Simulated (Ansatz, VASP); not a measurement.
## Cross-check of Ti9Al44O84 (glassy 29TiO2-71Al2O3 (mol %)) between VASP and Ansatz

One calculation is typed for both programs; each brings its own data sets. How far apart do they land? The cell is taken from a series of runs on this material, whose earlier steps may have relaxed, scaled, displaced or heated it; both programs get it as it stands.

Program: Ansatz 0.2.0. Level of theory: plane waves, with VASP 6.6.1 beside it; single point at RPBE. Results are calculated unless marked as measured.

## Step 1: Set-up

The cell holds 137 atoms: 9 Ti, 44 Al and 84 O. Its edges and angles: a = 11.468 Å, b = 11.468 Å, c = 11.468 Å, α = 90.0°, β = 90.0°, γ = 90.0°. As first built, before any earlier steps moved the atoms (in the runner's words): 137 atoms (9 Ti, 44 Al, 84 O) placed at random at 3.12 g/cm^3, melted at 4000 K for 10 ps at fixed volume with the Morse and Coulomb pair potential with partial charges (Pedone, Malavasi, Menziani, Cormack and Segre, J. Phys. Chem. B 110, 11780 (2006)). Quenched from 4000 K to 300 K at 100 K/ps and fixed volume, held 10 ps at zero pressure.

## Step 2: Ansatz: single point, RPBE

Ansatz runs on its PAW soft_1 files.

A single point gives forces, pressure and levels at one fixed geometry, so differences don't come from the geometry; what else differs is listed under the comparison.

Contents of input.yaml:

```yaml
crystal:
  lattice:
    - [11.46846, 0.0, 0.0]
    - [0.0, 11.46846, 0.0]
    - [0.0, 0.0, 11.46846]
  atoms:
    - { symbol: Ti, position: [0.40764, 0.88998, 0.32567] }
    - { symbol: Ti, position: [0.17833, 0.73801, 0.57733] }
    - { symbol: Ti, position: [0.13126, 0.5151, 0.15743] }
    - { symbol: Ti, position: [0.73821, 0.09315, 0.94537] }
    - { symbol: Ti, position: [0.78902, 0.2893, 0.18347] }
    - { symbol: Ti, position: [0.05118, 0.1549, 0.1062] }
    - { symbol: Ti, position: [0.40309, 0.60938, 0.42588] }
    - { symbol: Ti, position: [0.64251, 0.57761, 0.54731] }
    - { symbol: Ti, position: [0.82202, 0.96403, 0.57801] }
    - { symbol: Al, position: [0.92642, 0.48414, 0.0139] }
    - { symbol: Al, position: [0.2485, 0.31029, 0.24935] }
    - { symbol: Al, position: [0.60361, 0.05325, 0.15178] }
    - { symbol: Al, position: [0.49949, 0.70649, 0.70154] }
    - { symbol: Al, position: [0.21278, 0.06553, 0.8557] }
    - { symbol: Al, position: [0.90772, 0.0604, 0.32022] }
    - { symbol: Al, position: [0.54152, 0.63129, 0.09503] }
    - { symbol: Al, position: [0.52686, 0.2402, 0.3021] }
    - { symbol: Al, position: [0.74986, 0.77229, 0.72995] }
    - { symbol: Al, position: [0.3675, 0.84038, 0.84561] }
    - { symbol: Al, position: [0.1541, 0.94399, 0.24151] }
    - { symbol: Al, position: [0.29823, 0.35808, 0.49392] }
    - { symbol: Al, position: [0.19167, 0.42179, 0.93468] }
    - { symbol: Al, position: [0.61711, 0.85087, 0.98301] }
    - { symbol: Al, position: [0.76955, 0.73429, 0.1847] }
    - { symbol: Al, position: [0.91437, 0.92766, 0.09228] }
    - { symbol: Al, position: [0.08418, 0.12504, 0.66816] }
    - { symbol: Al, position: [0.87451, 0.55119, 0.28385] }
    - { symbol: Al, position: [0.66159, 0.12826, 0.4389] }
    - { symbol: Al, position: [0.68296, 0.56095, 0.8666] }
    - { symbol: Al, position: [0.52626, 0.37891, 0.88898] }
[... 101 atom lines left out ...]
    - { symbol: O, position: [0.45171, 0.05433, 0.63074] }
    - { symbol: O, position: [0.49544, 0.93433, 0.19894] }
    - { symbol: O, position: [0.80262, 0.40859, 0.30379] }
    - { symbol: O, position: [0.55578, 0.24424, 0.45359] }
    - { symbol: O, position: [0.60451, 0.44229, 0.61023] }
    - { symbol: O, position: [0.07423, 0.41609, 0.03197] }
kpoints:
  mp_grid: { grid: [1, 1, 1] }
hamiltonian:
  xc: rpbe
  pseudopotentials: { kind: paw, azcp: { folder: soft_1 } }
scf:
  occupations: { method: fixed }
output:
  forces: true
  stress: true
  populations: true
  dos:
    method: { smearing: { sigma: 0.15 } }
    de: 0.1
    projected: { site_lists: { Al: [Al], O: [O], Ti: [Ti] } }
  eigenvalues: true
  write_density: true
  write_potential: true
  volumetric_format: npy
  elf: true
```

Run with:

```sh
$ ansatz run input.yaml --threads 4 --pin off --max-ram 8192MiB --backend cpu --events-out ev --progress --plain --runs-dir out
```

Numbers of over 12 decimals in the logs are rounded to 6 here.

What it wrote:

```text
Engine: ansatz 0.2.0, x86_64-unknown-linux-gnu
Pseudopotentials: kind: paw
Pseudopotential: Ti, paw, valence charge 12, recommended cutoff 420 eV (normal), soft_1/Ti.paw.azcp
Pseudopotential: Al, paw, valence charge 3, recommended cutoff 420 eV (normal), soft_1/Al.paw.azcp
Pseudopotential: O, paw, valence charge 6, recommended cutoff 420 eV (normal), soft_1/O.paw.azcp
Functional definition: RPBE
  parameter kappa = 0.804
  parameter beta = 0.066725
  exchange = rpbe_x(kappa = kappa, mu = beta*pi^2/3)
  correlation = pbe_c(beta = beta)
Crystal: 137 atoms, lattice volume = 1508.396 Å³
Basis set: ecut = 420 eV, 29423 PW (Γ), exchange–correlation on 160×160×160 points (8 copies of the dense FFT grid, shifted against one another)
Bands: 509, of which v1, the nominal top of the filled ones, is band 372 counted from 1 (371 counted from 0)
Symmetry: 1 space group operations
Space group: P1 (ITA 1), of the structure as read, at distance tolerance 1.1e-4 Å
k-points: 1
Non-local potential: Ti, projectors of the file, l = 0: 3, l = 1: 2, l = 2: 3, l = 3: 1
Non-local potential: Al, projectors of the file, l = 0: 2, l = 1: 2, l = 2: 1
Non-local potential: O, projectors of the file, l = 0: 2, l = 1: 2, l = 2: 1
PAW form: soft (Blöchl's): semilocal exchange-correlation on the pseudo side does not see the compensation charge
PAW frozen core: Ti, regenerated for the run's functional, and the local potential with it (the file was generated under x = pbe(κ = 0.804, μ = 0.219515), c = pbe(β = 0.066725))
PAW frozen core: Al, regenerated for the run's functional, and the local potential with it (the file was generated under x = pbe(κ = 0.804, μ = 0.219515), c = pbe(β = 0.066725))
PAW frozen core: O, regenerated for the run's functional, and the local potential with it (the file was generated under x = pbe(κ = 0.804, μ = 0.219515), c = pbe(β = 0.066725))
PAW one-centre angular grid: Ti, 590 points (default); XC on 64 Gauss nodes
PAW one-centre angular grid: Al, 110 points (default); XC on 64 Gauss nodes
PAW one-centre angular grid: O, 110 points (default); XC on 64 Gauss nodes
Initial density: superposition of atomic densities (chi_scale 0.1, normalization cell, long waves kept (reshape's long-wave potential 0.67 eV rms))
Initial wavefunctions: pseudopotential atomic-orbital guess
Functional: x = rpbe, c = pbe(β = 0.066725)
SCF iter   1: F=—  HF=-94369.109072 eV  |F-HF|=—  |Δ(HF+E_count)|=         —  Δρ=1.16e-1  dr2=2.72e2  ethr=3.10e-3  ⟨swp⟩=4.0  Hψ=1669  notcnv=0  defer=131
preconditioner: auto → Resta (q_TF=auto, 2.425 Å⁻¹)  ε∞=4.1  [insulator: Δε(μ)=0.074 eV  Ē_g=14.070 eV  n_scr=364 (ndim 8)  ℏωp=24.8 eV  f_vac=0.007  ε∞_Penn≈4.1]
SCF iter   2: F=—  HF=-94309.750756 eV  |F-HF|=—  |Δ(HF+E_count)|=    5.94e1  Δρ=5.42e-2  dr2=4.39e1  ethr=3.10e-3  ⟨swp⟩=3.0  Hψ=972  notcnv=0  defer=130
SCF iter   3: F=—  HF=-94304.423523 eV  |F-HF|=—  |Δ(HF+E_count)|=    5.33e0  Δρ=3.75e-2  dr2=2.03e1  ethr=3.10e-3  ⟨swp⟩=2.0  Hψ=955  notcnv=0  defer=131
SCF iter   4: F=—  HF=-94302.724905 eV  |F-HF|=—  |Δ(HF+E_count)|=    1.70e0  Δρ=1.57e-2  dr2=3.85e0  ethr=2.73e-3  ⟨swp⟩=3.0  Hψ=1233  notcnv=0  defer=131
SCF iter   5: F=—  HF=-94302.989772 eV  |F-HF|=—  |Δ(HF+E_count)|=   2.65e-1  Δρ=6.27e-3  dr2=6.37e-1  ethr=5.18e-4  ⟨swp⟩=3.0  Hψ=741  notcnv=0  defer=135
SCF iter   6: F=—  HF=-94303.056195 eV  |F-HF|=—  |Δ(HF+E_count)|=   6.64e-2  Δρ=2.33e-3  dr2=9.38e-2  ethr=8.56e-5  ⟨swp⟩=2.0  Hψ=852  notcnv=0  defer=134
SCF iter   7: F=—  HF=-94303.132200 eV  |F-HF|=—  |Δ(HF+E_count)|=   7.60e-2  Δρ=1.35e-3  dr2=3.30e-2  ethr=1.26e-5  ⟨swp⟩=4.0  Hψ=733  notcnv=0  defer=135
SCF iter   8: F=—  HF=-94303.164515 eV  |F-HF|=—  |Δ(HF+E_count)|=   3.23e-2  Δρ=6.85e-4  dr2=8.63e-3  ethr=4.43e-6  ⟨swp⟩=3.0  Hψ=738  notcnv=0  defer=135
SCF iter   9: F=—  HF=-94303.170128 eV  |F-HF|=—  |Δ(HF+E_count)|=   5.61e-3  Δρ=2.67e-4  dr2=1.38e-3  ethr=1.16e-6  ⟨swp⟩=3.0  Hψ=738  notcnv=0  defer=135
SCF iter  10: F=—  HF=-94303.171793 eV  |F-HF|=—  |Δ(HF+E_count)|=   1.66e-3  Δρ=2.08e-4  dr2=7.37e-4  ethr=1.85e-7  ⟨swp⟩=2.0  Hψ=737  notcnv=0  defer=135
SCF iter  11: F=—  HF=-94303.171934 eV  |F-HF|=—  |Δ(HF+E_count)|=   1.41e-4  Δρ=9.04e-5  dr2=1.41e-4  ethr=9.91e-8  ⟨swp⟩=2.0  Hψ=736  notcnv=0  defer=133
SCF iter  12: F=—  HF=-94303.172009 eV  |F-HF|=—  |Δ(HF+E_count)|=   7.48e-5  Δρ=3.06e-5  dr2=1.69e-5  ethr=1.89e-8  ⟨swp⟩=2.0  Hψ=735  notcnv=0  defer=131
SCF iter  13: F=—  HF=-94303.172101 eV  |F-HF|=—  |Δ(HF+E_count)|=   9.25e-5  Δρ=2.07e-5  dr2=7.25e-6  ethr=2.27e-9  ⟨swp⟩=2.0  Hψ=879  notcnv=0  defer=131
SCF iter  14: F=—  HF=-94303.172104 eV  |F-HF|=—  |Δ(HF+E_count)|=   3.26e-6  Δρ=1.11e-5  dr2=1.96e-6  ethr=9.75e-10  ⟨swp⟩=2.0  Hψ=747  notcnv=0  defer=131
[...]
atom 129  O      0.00054767     0.00158466     0.00464418
  atom 130  O     -0.00812284     0.00427320    -0.00177939
  atom 131  O      0.00327950    -0.00013446     0.00005916
  atom 132  O     -0.00383205    -0.00571434    -0.00209615
  atom 133  O     -0.00281684     0.00050540     0.00280349
  atom 134  O      0.01015367     0.00511793     0.00362480
  atom 135  O      0.00243855    -0.00246009     0.00281204
  atom 136  O      0.01107898     0.01241387    -0.01097661
  atom 137  O      0.00125825    -0.00444735     0.00822114
  max |Σ_I F_I| component: 4.68e-5 eV/Å
--- Stress (GPa, compression-positive) ---
        9.415500       0.642200      -0.695262
        0.642209      12.196638       0.672487
       -0.695276       0.672494      10.838815
  P = ⅓ Tr σ = 10.8170 GPa (108.170 kbar)
--- Band table (eV) ---
  k-point 0: bands = [... 368 lower, 5.6096, 5.7005, 5.7760, 6.0973, 8.5521, 8.7517, 8.9540, 8.9754, ... 133 higher]
--- Löwdin populations: 137 sites ---
  site symbol       q [e]
     0     Ti     10.5434
     1     Ti     10.5502
     2     Ti     10.4869
     3     Ti     10.4929
     4     Ti     10.5538
     5     Ti     10.5368
     6     Ti     10.5332
     7     Ti     10.5568
     8     Ti     10.4771
     9     Al      1.7263
    10     Al      1.6970
    11     Al      1.6931
    12     Al      1.6641
    13     Al      1.6247
    14     Al      1.7115
    15     Al      1.6140
    16     Al      1.5995
    17     Al      1.7056
    18     Al      1.6459
    19     Al      1.7067
    20     Al      1.6468
    21     Al      1.6874
    22     Al      1.6337
    23     Al      1.5737
[...]
129      O      6.8365
   130      O      6.8299
   131      O      6.8357
   132      O      6.7072
   133      O      6.7716
   134      O      6.8532
   135      O      6.6982
   136      O      6.7738
  spilling = 0.006940 (of n_electrons = 744.000000)
```

The column dr2 measures how far the density is from self-consistency, as an energy; F and HF (Harris–Foulkes) agree once it is small.

## Step 3: VASP: single point, RPBE

The same cell, functional and mesh now go to VASP, with its own data sets.

Lines of VASP's logs that name or quote its potential files are left out, and so is its time.

Contents of INCAR:

```
SYSTEM = Ti9Al44O84
PREC = Accurate
ENCUT = 600
EDIFF = 1E-06
NELM = 120
ISMEAR = 0
SIGMA = 0.01
LREAL = Auto
ALGO = Normal
GGA = RP
NBANDS = 467
LASPH = .TRUE.
LORBIT = 11
LWAVE = .FALSE.
LCHARG = .FALSE.
ISIF = 2
GGA_COMPAT = .FALSE.
EFERMI = MIDGAP
```

Contents of POSCAR:

```
Ti9Al44O84
1.0
   11.4684600000      0.0000000000      0.0000000000
    0.0000000000     11.4684600000      0.0000000000
    0.0000000000      0.0000000000     11.4684600000
Ti Al O
9 44 84
Direct
    0.4076400000      0.8899800000      0.3256700000
    0.1783300000      0.7380100000      0.5773300000
    0.1312600000      0.5151000000      0.1574300000
    0.7382100000      0.0931500000      0.9453700000
    0.7890200000      0.2893000000      0.1834700000
    0.0511800000      0.1549000000      0.1062000000
    0.4030900000      0.6093800000      0.4258800000
    0.6425100000      0.5776100000      0.5473100000
    0.8220200000      0.9640300000      0.5780100000
    0.9264200000      0.4841400000      0.0139000000
    0.2485000000      0.3102900000      0.2493500000
    0.6036100000      0.0532500000      0.1517800000
    0.4994900000      0.7064900000      0.7015400000
    0.2127800000      0.0655300000      0.8557000000
    0.9077200000      0.0604000000      0.3202200000
    0.5415200000      0.6312900000      0.0950300000
    0.5268600000      0.2402000000      0.3021000000
    0.7498600000      0.7722900000      0.7299500000
    0.3675000000      0.8403800000      0.8456100000
    0.1541000000      0.9439900000      0.2415100000
    0.2982300000      0.3580800000      0.4939200000
    0.1916700000      0.4217900000      0.9346800000
    0.6171100000      0.8508700000      0.9830100000
    0.7695500000      0.7342900000      0.1847000000
    0.9143700000      0.9276600000      0.0922800000
    0.0841800000      0.1250400000      0.6681600000
    0.8745100000      0.5511900000      0.2838500000
    0.6615900000      0.1282600000      0.4389000000
    0.6829600000      0.5609500000      0.8666000000
    0.5262600000      0.3789100000      0.8889800000
[... 101 atom lines left out ...]
    0.4517100000      0.0543300000      0.6307400000
    0.4954400000      0.9343300000      0.1989400000
    0.8026200000      0.4085900000      0.3037900000
    0.5557800000      0.2442400000      0.4535900000
    0.6045100000      0.4422900000      0.6102300000
    0.0742300000      0.4160900000      0.0319700000
```

Contents of KPOINTS:

```
Automatic mesh
0
Gamma
1 1 1
0 0 0
```

Potentials, in the order of the species: Ti_sv, Al and O (PBE family, release 64).

Run with:

```sh
$ export OMP_NUM_THREADS=3
$ mpirun -np 1 vasp_gam
```

What it wrote:

```text
[banner, memory and clock lines left out]
running    1 mpi-ranks, on    1 nodes
[...]
Offloading initialized ...    1 GPUs detected
[...]
|                                                                             |
|               ----> ADVICE to this user running VASP <----                  |
|                                                                             |
|     You enforced a specific xc type in the INCAR file but a different       |
|     [... a line on the potential file left out ...]
|     I HOPE YOU KNOW WHAT YOU ARE DOING!                                     |
|                                                                             |

 LDA part: xc-table for (Slater+PW92), standard interpolation
 POSCAR, INCAR and KPOINTS ok, starting setup
[...]
entering main loop
       N       E                     dE             d eps       ncg     rms          rms(c)
DAV:   1     0.990800544111E+04    0.99080E+04   -0.45984E+05   934   0.188E+03
DAV:   2     0.318235554203E+03   -0.95898E+04   -0.89980E+04  1078   0.483E+02
DAV:   3    -0.108916099194E+04   -0.14074E+04   -0.13824E+04  1065   0.197E+02
DAV:   4    -0.117924593070E+04   -0.90085E+02   -0.89678E+02  1308   0.507E+01
[...]
DAV:  18    -0.993066133288E+03   -0.11042E-04   -0.55445E-05  1164   0.207E-02    0.120E-02
DAV:  19    -0.993066136331E+03   -0.30427E-05   -0.27144E-05  1172   0.126E-02    0.945E-03
DAV:  20    -0.993066135386E+03    0.94491E-06   -0.61085E-06   972   0.621E-03
   1 F= -.99306614E+03 E0= -.99306614E+03  d E =0.000000E+00
```

OUTCAR, selected parts (step 3):

```text
  Total       83.4659941    109.7640804     96.7735048      6.3043457      6.3124990     -6.6071681
  in kB       88.6553278    116.5884458    102.7902068      6.6963059      6.7049661     -7.0179557
  external PRESSURE =     102.6779935 kB  Pullay stress =       0.0000000 kB

 POSITION                                       TOTAL-FORCE (eV/Angst)
 -----------------------------------------------------------------------------------
      4.67500     10.20670      3.73493        -0.057441      0.006788     -0.016609
      2.04517      8.46384      6.62109        -0.029388     -0.005700     -0.034300
      1.50535      5.90740      1.80548         0.022733     -0.047411      0.013147
[...]
9.30195      1.73655      4.72535        -0.001359     -0.006766      0.022048
      9.26927      2.36331      9.57582         0.027220      0.042623     -0.027261
      6.96009      1.22288      3.40349         0.002978     -0.002176     -0.011317
      3.13467      9.86070      6.44527         0.049351      0.083216      0.015442
      9.99224      8.94643      0.89385        -0.014573      0.019132     -0.008957
      0.24107      3.01586      8.09559         0.018619     -0.003700      0.010555
      4.47866      7.91450      9.21112         0.021670      0.002471      0.019163
      1.00544      9.44680      3.44077        -0.013258      0.045417     -0.008998
      3.03926      7.18751      5.77311        -0.014637     -0.032096      0.015585
      0.73639      0.65313      3.77209        -0.005035      0.008539      0.010454
[...]
-----------------------------------------------------------------------------------
    total drift:                               -0.013510      0.005856     -0.016112

  FREE ENERGIE OF THE ION-ELECTRON SYSTEM (eV)
  ---------------------------------------------------
  free  energy   TOTEN  =      -993.0661353857 eV

  energy  without entropy=     -993.0661353857  energy(sigma->0) =     -993.06613539

[... 3 further parts left out ...]
[key lines of the parts left out:]
E-fermi :   5.5530
```

The run ends at a pressure of 10.27 GPa, with forces up to 0.14 eV/Å.

## Step 4: Differences

Known differences besides the potentials themselves: fixed occupations in Ansatz, narrow Gaussian smearing in VASP; the cutoff is 420 eV in Ansatz and 600 eV in VASP (PREC = Accurate, projectors in real space); Ansatz makes its cores anew for this functional, VASP keeps those of its PBE data sets. Total energies have different zeros and are not compared.

The two programs side by side:

| quantity | Ansatz | VASP | difference |
| --- | --- | --- | --- |
| pressure (GPa) | 10.82 | 10.27 | +0.55 |
| gap on the k mesh (eV) | 2.455 | 2.417 | +0.038 |

Forces on 7 of the 137 atoms, those with the largest forces and the largest differences (eV/Å; atoms numbered as in POSCAR):

| atom | Ansatz x, y, z | VASP x, y, z |
| --- | --- | --- |
| Ti5 | -0.013, 0.007, -0.007 | -0.062, -0.067, 0.071 |
| O58 | 0.001, 0.005, -0.001 | 0.057, 0.019, 0.096 |
| O64 | 0.001, 0.000, -0.003 | -0.015, -0.012, 0.099 |
| O84 | -0.005, -0.010, 0.014 | 0.058, 0.082, -0.091 |
| O96 | -0.010, -0.010, -0.006 | 0.076, 0.046, 0.050 |
| O114 | 0.006, 0.000, -0.001 | 0.103, 0.003, -0.002 |
| O116 | 0.006, 0.018, 0.003 | 0.062, 0.126, -0.020 |

The forces differ by 27 meV/Å r.m.s., where the r.m.s. force is 0.007 eV/Å in Ansatz and 0.028 eV/Å in VASP: the atoms lie near their places of rest in Ansatz, so a percentage would say little (all taken over all components). A gap on the mesh is an upper bound, since the band edges may lie between its points.

## Step 5: Outcome

```json
{"r.m.s. force difference (single point, RPBE)": "27 meV/Å", "difference in pressure (single point, RPBE)": "0.55 GPa"}
```

The r.m.s. force difference is 27 meV/Å (single point, RPBE), beyond the 12 meV/Å picked in this series as the mark of a large difference. What causes the difference of the single point, RPBE pair stays open here. How closely two codes agree says nothing of how well the functional describes the real material.

[Lines on the potential files, build, host, timing and source positions are cut from VASP's logs without a mark.]

[Logs are printed without paths, hosts, clocks, repeated set-up lines and the standing remarks that a program may print on its own settings, such as how far it seeks lower states.]

[Hosts, paths, dates, database ids (printed as entryN), source tags and the programs' standing remarks are cut or masked in the printed files.]
